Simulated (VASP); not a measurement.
Data:

```yaml
crystal:
  lattice:
    - [0.00000, 1.99113, 1.99113]
    - [1.99113, 0.00000, 1.99113]
    - [1.99113, 1.99113, 0.00000]
  atoms:
    - { symbol: Pt, position: [0.00000, 0.00000, 0.00000] }
```

Level of theory: revPBE GGA, VASP's PBE PAW potentials (set 64) (plane waves; VASP). Run with 520 eV cut-off, 18×18×18 Γ-centred mesh, tetrahedra with Blöchl corrections, potentials Pt.

Unless said otherwise, spin-orbit coupling is left out, though it shifts the bands of the heavy elements here.

Problem. Predict the energy per atom (σ→0), band gap (on the k-mesh) with the smallest direct gap where there is one.

Solution. 
The band gap (on the k-mesh) comes out as none (metal, semimetal or under 0.01 eV) and the energy per atom (σ→0) comes out as -5576 meV/atom.

Total energies compare only between runs with the same potentials, cut-off and functional.

The compound is Pt in the fcc structure. It was relaxed first.
